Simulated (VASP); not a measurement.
**Ru: relaxation of cell and atoms with PBEsol**

Ru:

```
Ru
1.0
     2.70783    0.00000    0.00000
    -1.35391    2.34505    0.00000
     0.00000    0.00000    4.26810
Ru
2
Cartesian
  0.0000 1.5634 1.0670
  1.3539 0.7817 3.2011
```

```
Program                : VASP 6.6.1
Task                   : relaxation of cell and atoms
Functional             : PBEsol
Potentials or basis    : VASP PAW PBE potentials, release 64 (Ru_pv)
Cutoff                 : 600 eV
k mesh                 : 18 × 18 × 10
Occupations            : gaussian, width 0.1 eV
Spin                   : no spin polarisation
Further INCAR settings : ALGO = Normal; EDIFF = 1e-07; IBRION = 2; EDIFFG = -0.005; NSW = 90; ISIF = 3
```

| Quantity | Value |
| --- | --- |
| Relaxed volume | 13.32 Å³/atom |
| Relaxed cell | a = 2.689 Å, b = 2.689 Å, c = 4.252 Å, α = 90.00°, β = 90.00°, γ = 120.00° |
| Space group after relaxing (to 0.05 Å) | P6_3/mmc (No. 194) |
| Energy gained by relaxing | 4.5 meV/atom |
| Ionic steps | 11 |
| Pressure after relaxing | 0.0 GPa |
| Band gap on the k mesh | none (metal or under the smearing width) |

Step by step:
| step | energy change (eV) | largest force (eV/Å) | pressure (GPa) | volume (Å³) |
| --- | --- | --- | --- | --- |
| 1 | 0.0000 | 0.0000 | -5.84 | 27.10 |
| 2 | 0.0829 | 0.0000 | 21.86 | 25.21 |
| 3 | -0.0088 | 0.0000 | -0.10 | 26.64 |
| 4 | -0.0088 | 0.0000 | 0.03 | 26.63 |
| 5 | -0.0088 | 0.0000 | 0.15 | 26.62 |
| 6 | -0.0089 | 0.0000 | 0.11 | 26.62 |
| 7 | -0.0089 | 0.0000 | 0.11 | 26.62 |
| 8 | -0.0089 | 0.0000 | 0.12 | 26.62 |
| 9 | -0.0089 | 0.0000 | 0.12 | 26.62 |
| 10 | -0.0089 | 0.0000 | -0.28 | 26.65 |
| 11 | -0.0089 | 0.0000 | 0.01 | 26.63 |

Final structure:
```
Ru
1.0
     2.68923    0.00000    0.00000
    -1.34462    2.32894    0.00000
     0.00000    0.00000    4.25201
Ru
2
Cartesian
  0.0000 1.5526 1.0630
  1.3446 0.7763 3.1890
```

Levels at points of the mesh, in eV from the Fermi level:
```tsv
k point	band 12	band 13	band 14	band 15	band 16	band 17
(0.00, 0.00, 0.00)	-1.97	-1.97	-1.43	-1.43	1.24	1.24
(0.50, 0.00, 0.00)	-1.86	-1.56	1.49	1.93	2.01	4.17
(0.00, 0.00, 0.50)	-2.85	-2.79	-2.79	0.58	0.58	0.58
(0.50, 0.00, 0.50)	-1.09	0.45	0.45	1.76	1.76	3.45
```

Wall time 3.9 min on 1 thread of Intel(R) Xeon(R) 6975P-C (Granite Rapids) (shared host), peak memory 0.26 GiB.

Caveat: the PAW data sets were made with another functional, which shifts forces and pressure a little.
